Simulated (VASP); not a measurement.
Output of a VASP run:

File OSZICAR:
```
       N       E                     dE             d eps       ncg     rms          rms(c)
DAV:   1     0.188352280673E+03    0.18835E+03   -0.13549E+04  1664   0.104E+03
DAV:   2    -0.121406325643E+02   -0.20049E+03   -0.19683E+03  2064   0.203E+02
DAV:   3    -0.256763382015E+02   -0.13536E+02   -0.13505E+02  2044   0.569E+01
DAV:   4    -0.259205470886E+02   -0.24421E+00   -0.24411E+00  2314   0.776E+00
DAV:   5    -0.259229575665E+02   -0.24105E-02   -0.24103E-02  2084   0.883E-01    0.849E+00
DAV:   6    -0.250978091554E+02    0.82515E+00   -0.16816E+00  1900   0.107E+01    0.645E+00
DAV:   7    -0.250066265568E+02    0.91183E-01   -0.10388E+00  2034   0.452E+00    0.266E+00
DAV:   8    -0.250053417346E+02    0.12848E-02   -0.76413E-02  1862   0.229E+00    0.106E+00
DAV:   9    -0.250044073421E+02    0.93439E-03   -0.88687E-03  1952   0.683E-01    0.439E-01
DAV:  10    -0.250043721208E+02    0.35221E-04   -0.42365E-03  1978   0.389E-01    0.106E-01
DAV:  11    -0.250043219525E+02    0.50168E-04   -0.50832E-04  1834   0.119E-01    0.447E-02
DAV:  12    -0.250043705189E+02   -0.48566E-04   -0.70841E-05  2016   0.380E-02    0.246E-02
DAV:  13    -0.250043936785E+02   -0.23160E-04   -0.44263E-05  1792   0.470E-02    0.105E-02
DAV:  14    -0.250043942688E+02   -0.59030E-06   -0.43087E-06  2244   0.173E-02    0.675E-03
DAV:  15    -0.250043946892E+02   -0.42036E-06   -0.17055E-06  1800   0.627E-03    0.223E-03
DAV:  16    -0.250043945843E+02    0.10491E-06   -0.11248E-07  1600   0.173E-03    0.146E-03
DAV:  17    -0.250043945833E+02    0.10073E-08   -0.17884E-08   952   0.683E-04
   1 F= -.25004395E+02 E0= -.25004395E+02  d E =0.000000E+00
```

OUTCAR:
```
------------------------ aborting loop because EDIFF is reached ----------------------------------------
  FORCE on cell =-STRESS in cart. coord.  units (eV):
  Direction    XX          YY          ZZ          XY          YZ          ZX
  --------------------------------------------------------------------------------------
  Total       -0.0331332     -0.0331332     -0.0331332      0.0029811     -0.0029811     -0.0029811
  in kB       -0.1968284     -0.1968284     -0.1968284      0.0177093     -0.0177093     -0.0177093
  external PRESSURE =      -0.1968284 kB  Pullay stress =       0.0000000 kB
  volume of cell :      269.70
      direct lattice vectors                 reciprocal lattice vectors
     0.000000000  3.236855951  3.236855951    -0.154776965  0.154164803  0.154776965
     3.236855951  0.000000000  3.236855951     0.154164803 -0.154776965  0.154776965
    12.896416943 12.896416943  0.051006862     0.038847281  0.038847281 -0.038847281
 POSITION                                       TOTAL-FORCE (eV/Angst)
 -----------------------------------------------------------------------------------
      3.25354      3.25354      6.45703        -0.000346     -0.000346      0.000346
      6.46474      6.46474      6.48268         0.005140      0.005140     -0.005140
      9.68692      9.68692      6.49736        -0.002072     -0.002072      0.002072
      1.61495      1.61495      1.62190         0.000506      0.000506     -0.000506
      4.83454      4.83454      1.63918        -0.003124     -0.003124      0.003124
      8.03859      8.03859      1.67198        -0.006073     -0.006073      0.006073
     11.30067     11.30067      1.64675         0.005913      0.005913     -0.005913
      9.66683      9.66683      0.04374         0.000056      0.000056     -0.000056
 -----------------------------------------------------------------------------------
    total drift:                               -0.000012     -0.000012      0.000011
  FREE ENERGIE OF THE ION-ELECTRON SYSTEM (eV)
  ---------------------------------------------------
  free  energy   TOTEN  =       -25.0043945833 eV

  energy  without entropy=      -25.0043945833  energy(sigma->0) =      -25.00439458

 total charge

# of ion       s       p       d       tot
------------------------------------------
    1        0.175   0.129   0.023   0.327
    2        0.173   0.128   0.023   0.324
    3        0.175   0.129   0.024   0.328
    4        1.339   2.145   0.010   3.494
    5        1.339   2.143   0.010   3.492
    6        1.344   2.105   0.015   3.465
    7        1.359   2.013   0.027   3.399
    8        0.735   0.409   9.356  10.501
--------------------------------------------------
tot          6.639   9.202   9.488  25.329

 Electric field gradients after diagonalization (V/A^2)
 (convention: |V_zz| > |V_xx| > |V_yy|)
----------------------------------------------------------------------
 ion       V_xx      V_yy      V_zz     asymmetry (V_yy - V_xx)/ V_zz
----------------------------------------------------------------------
   1      -0.097    -0.097     0.195       0.001
   2      -0.101    -0.101     0.203       0.001
   3      -0.674    -0.674     1.348       0.000
   4       1.565     1.564    -3.128       0.000
   5       3.375     3.374    -6.749       0.000
   6     -81.375   -81.374   162.749       0.000
   7      82.145    82.144  -164.288       0.000
   8       1.168     1.167    -2.335       0.001
```
(Selected blocks of OUTCAR.)

**POSCAR**
```
HgMg3Te4
1
   -0.0000000000     3.2368559512     3.2368559512
    3.2368559512    -0.0000000000     3.2368559512
   12.8964169427    12.8964169427     0.0510068623
Mg Te Hg
3 4 1
Direct
  0.9974080401   0.9974080401   0.0019439699
  0.9994121211   0.9994121211   0.2504409092
  0.9997117520   0.9997117520   0.5002161860
  0.2500446714   0.2500446714   0.0624664964
  0.2507471333   0.2507471333   0.3119396501
  0.2538625576   0.2538625576   0.5596030818
  0.2479611315   0.2479611315   0.8140291513
  0.0008525930   0.0008525930   0.7493605553
```

Write an INCAR and KPOINTS that could have produced this output.

This is not unique; one that fits is the input of the run itself, PBEsol GGA, plane waves, VASP's PBE PAW potentials (set 64).

### KPOINTS
```
Automatic mesh
0
Gamma
7 7 2
0 0 0
```

INCAR:
```
# general
SYSTEM   =  HgMg3Te4
PREC     =  Accurate
ENCUT    =  400
LREAL    =  .FALSE.
LASPH    =  .TRUE.

# electronic loop
EDIFF    =  1E-7
NELM     =  100
ALGO     =  Normal
LMAXMIX  =  6

# smearing
ISMEAR   =  -5

# functional
GGA      =  PS

# ions
ISIF     =  2

# output
LWAVE    =  .FALSE.
LCHARG   =  .TRUE.
LORBIT   =  11
NEDOS    =  601

# other
LEFG     =  .TRUE.
```

POTCAR, in this order: Mg Te Hg (PBE.64 set). Program: vasp_std.

The structure was generated: HgMg3Te4 was put into an ordered model structure (R3m), which need not be its known phase. It was relaxed first.
